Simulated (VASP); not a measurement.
Here is the system:

```xyz
3
Lattice="0.0000 2.7591 2.7591 2.7591 0.0000 2.7591 2.7591 2.7591 0.0000" Properties=species:S:1:pos:R:3 pbc="T T T"
Ce     0.0000     0.0000     0.0000
O      1.3795     1.3795     1.3796
O      4.1387     4.1387     4.1387
```

Method: PBE GGA, VASP's PBE PAW potentials (set 64) (plane waves; VASP 6.6.1). Settings: 520 eV cut-off, 5×5×5 Γ-centred mesh, Gaussian smearing of 0.050 eV, potentials Ce O.

### Question
Give the stress tensor in GPa (positive for a compressed cell).

### Answer

```
-4.85   0.00   0.00
 0.00  -4.85   0.00
 0.00   0.00  -4.85
```
The pressure is its mean diagonal, -4.85 GPa.

The compound is CeO2 in the fluorite structure. The cell was not relaxed at this level. The run is not spin-polarised, so no magnetic state was tried.
